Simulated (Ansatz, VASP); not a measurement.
## One calculation of CsCu6, two programs

INCAR

```
PREC     = Accurate       # precision mode
ENCUT    = 520            # plane-wave cutoff, eV
EDIFF    = 1E-7           # SCF threshold, eV
ISMEAR   = 0              # smearing method
SIGMA    = 0.1            # smearing width, eV
LREAL    = False          # projectors in reciprocal space
LASPH    = True           # aspherical terms in the spheres
NELM     = 100            # most SCF steps
ALGO     = Normal         # electronic algorithm
ISIF     = 2              # what is computed and relaxed
LWAVE    = False          # write WAVECAR
LCHARG   = False          # write CHGCAR
GGA      = PE             # functional
NBANDS   = 46             # bands
```

The input KPOINTS:

```
regular mesh
0
Gamma
  4 4 4
```

The input POSCAR:

```
CsCu6
1.0
    5.0852145200      0.0000000000      0.0000000000
    0.0000000000      5.0852145200      0.0000000000
    0.0000000000      0.0000000000      5.0852145200
Cs Cu
1 6
Direct
    0.0000000000      0.0000000000      0.0000000000
    0.2070000000      0.5000000000      0.5000000000
    0.5000000000      0.2070000000      0.5000000000
    0.7930000000      0.5000000000      0.5000000000
    0.5000000000      0.7930000000      0.5000000000
    0.5000000000      0.5000000000      0.2070000000
    0.5000000000      0.5000000000      0.7930000000
```

Input for Ansatz:

```yaml
crystal:
  lattice:
    - [5.08521452, 0.0, 0.0]
    - [0.0, 5.08521452, 0.0]
    - [0.0, 0.0, 5.08521452]
  atoms:
    - { symbol: Cs, position: [0.0, 0.0, 0.0] }
    - { symbol: Cu, position: [0.207, 0.5, 0.5] }
    - { symbol: Cu, position: [0.5, 0.207, 0.5] }
    - { symbol: Cu, position: [0.793, 0.5, 0.5] }
    - { symbol: Cu, position: [0.5, 0.793, 0.5] }
    - { symbol: Cu, position: [0.5, 0.5, 0.207] }
    - { symbol: Cu, position: [0.5, 0.5, 0.793] }
basis:
  ecutwfc: 420
kpoints:
  mp_grid: { grid: [4, 4, 4] }
hamiltonian:
  xc: pbe
scf:
  occupations: { method: gaussian, width: 0.1 }
  lower_state_search: "off"
output:
  forces: true
  stress: true
  eigenvalues: true
```

Change from the starting cell: species swapped into the YbB6 type (Pm-3m, No. 221).

Alike in both runs: task single point; functional PBE; k mesh 4 × 4 × 4; occupations gaussian, width 0.1 eV; no spin polarisation.

|  | VASP | Ansatz |
| --- | --- | --- |
| version | VASP 6.6.1 | Ansatz 0.2.0 |
| potentials or method | VASP PAW PBE potentials, release 64 (Cs_sv, Cu) | scalar-relativistic, plane waves, PAW |
| plane-wave cutoff (eV) | 520 | 420 |
| valence electrons in the cell | 75 | 123 |

|  | VASP | Ansatz | Ansatz less VASP |
| --- | --- | --- | --- |
| gap on the k mesh at the Fermi level (eV) | none | none | - |
| rms of the force components (eV/Å) | 2.755 | 2.707 | -0.0480 |

Atom by atom the forces differ by 0.048 eV/Å (rms over components). A gap of «none» marks a metal or a gap that the smearing closes. With one functional, cell and mesh, what is left measures potentials, basis and numerics. The two sets of potentials don't hold the same shells in valence.

Caveats: forces of over 1 eV/Å show positions far from the minimum, so gaps and moduli don't describe the material at rest. The runs have no spin-orbit coupling, so splittings on Cs are missing.
